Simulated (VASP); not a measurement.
Input of a VASP 6.6.1 run:

The input INCAR:

```
SYSTEM = SbCl2F
  PREC = Accurate
  ENCUT = 520
  EDIFF = 1E-6
  ISMEAR = 0
  SIGMA = 0.01
  LREAL = .False.
  LASPH = .True.
  NELM = 60
  ALGO = Normal
  ISIF = 2
  LWAVE = .False.
  LCHARG = .False.
  GGA = PE
  IBRION = 2
  NSW = 60
  EDIFFG = -0.02
```

The input KPOINTS:

```
regular mesh
0
Gamma
  1 1 1
  0 0 0
```

File POSCAR:

```
SbCl2F
1.0
   12.0000000000      0.0000000000      0.0000000000
    0.0000000000     11.0000000000      0.0000000000
    0.0000000000      0.0000000000     12.0000000000
F Sb Cl
1 1 2
Direct
    0.3778870000      0.4523360000      0.6221950000
    0.4843320000      0.5687170000      0.5638650000
    0.6245210000      0.4270410000      0.5338410000
    0.4102570000      0.5764690000      0.3858410000
```

Potentials or basis: VASP PAW PBE potentials, release 64 (F, Sb, Cl).

Launch:

```console
$ cat potpaw_PBE.64/F/POTCAR potpaw_PBE.64/Sb/POTCAR potpaw_PBE.64/Cl/POTCAR > POTCAR
$ mpirun -np 1 vasp_gam > vasp.out
```

(1) Predict the gap between the frontier levels.

(2) Estimate the energy gained by relaxing.

Answers

(1) 4.82 eV.

(2) 5.6 meV/atom.

Caveat: spin-orbit coupling is left out, which moves the levels of the heavy elements.
